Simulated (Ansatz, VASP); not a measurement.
**LaNbF3 in VASP and in Ansatz**

```xyz
10
Lattice="1.9944 -5.5467 0.0000 1.9944 5.5467 0.0000 0.0000 0.0000 6.7915" Properties=species:S:1:pos:R:3 pbc="T T T"
La    1.9944    3.2645    1.6979
La    1.9944   -3.2645    5.0936
Nb    0.0000    0.0000    3.3957
Nb    0.0000    0.0000    0.0000
F     1.9944   -3.9667    1.6979
F     1.9944    3.9667    5.0936
F     1.9944    1.3734    3.5430
F     1.9944    1.3734    6.6442
F     1.9944   -1.3734    0.1473
F     1.9944   -1.3734    3.2485
```

Alike in both runs: functional PBE; k mesh 5 × 5 × 2; occupations gaussian, width 0.2 eV; no spin polarisation.

Ansatz relaxed the structure, and its values are those at the end. VASP's run is a single point on that final structure, the one shown.

```csv
,VASP,Ansatz
version,VASP 6.6.1,Ansatz 0.2.0
potentials or method,"VASP PAW PBE potentials, release 64 (La, Nb_sv, F)","scalar-relativistic, plane waves, PAW"
plane-wave cutoff (eV),520,420
valence electrons in the cell,90,90
```

Ansatz gave:

| Item | Value |
| --- | --- |
| gap on the k mesh at the Fermi level (eV) | none |
| pressure (GPa) | 0.1 |
| rms of the force components (eV/Å) | 0.012 |

Question: What did VASP give for the same quantities?

Answer: gap on the k mesh at the Fermi level (eV): none; pressure (GPa): -0.2; rms of the force components (eV/Å): 0.013.

A gap of «none» marks a metal or a gap that the smearing closes.

Caveats: the k mesh is coarse (spacing up to 0.46 Å⁻¹), so the values aren't converged. The runs have no spin-orbit coupling, so splittings on La are missing.
